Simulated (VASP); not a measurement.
VASP ran on this input.

**POSCAR**
```
RhN
1
   -0.0000000000     2.2711959908     2.2711959908
    2.2711959908     0.0000000000     2.2711959908
    2.2711959908     2.2711959908     0.0000000000
Rh N
1 1
Direct
  0.0000000000   0.0000000000   0.0000000000
  0.2500000000   0.2500000000   0.2500000000
```

**INCAR**
```
LORBIT = 11   # lm-projected
ENCUT = 520   # plane-wave cut-off (eV)
GGA = PS
LASPH = T
PREC = Accurate
ISIF = 2
ISMEAR = -5   # tetrahedra, Bloechl
LWAVE = F
SYSTEM = RhN
LMAXMIX = 4   # l cut-off of mixed one-centre charges
EDIFF = 1E-7
LCHARG = T
NEDOS = 601   # DOS grid
ALGO = Normal
LREAL = F   # projection in real space or not
NELM = 100   # most electronic steps
```

**KPOINTS**
```
Automatic mesh
0
Gamma
15 15 15
0 0 0
```

POTCAR, in this order: Rh_pv N (PBE.64 set). Program: vasp_std.

Q: Translate this PBEsol calculation to Ansatz.

A: One equivalent input (not run):
Ansatz 0.2 input:
```yaml
crystal:
  lattice:
    - [0.0000000, 2.2711960, 2.2711960]
    - [2.2711960, 0.0000000, 2.2711960]
    - [2.2711960, 2.2711960, 0.0000000]
  atoms:
    - { symbol: Rh, position: [0.0000000, 0.0000000, 0.0000000] }
    - { symbol: N, position: [0.2500000, 0.2500000, 0.2500000] }
kpoints:
  mp_grid: { grid: [15, 15, 15] }
hamiltonian:
  xc: pbesol
  pseudopotentials: { kind: paw }
scf:
  occupations: { method: tetrahedron }
  max_iter: 100
output: { forces: true, stress: true, eigenvalues: true }
```
Limits of the translation: each code has its own PAW files, so the cut-off isn't converted (ENCUT is set for VASP's; basis.ecutwfc is left out, and Ansatz then takes the one that its files recommend); Ansatz stops its SCF on the density residual and VASP on the energy change (EDIFF).

The structure was generated: RhN was put into the zinc blende type (F-43m), which need not be its known phase. It was relaxed first, which changed the volume by -21 %.
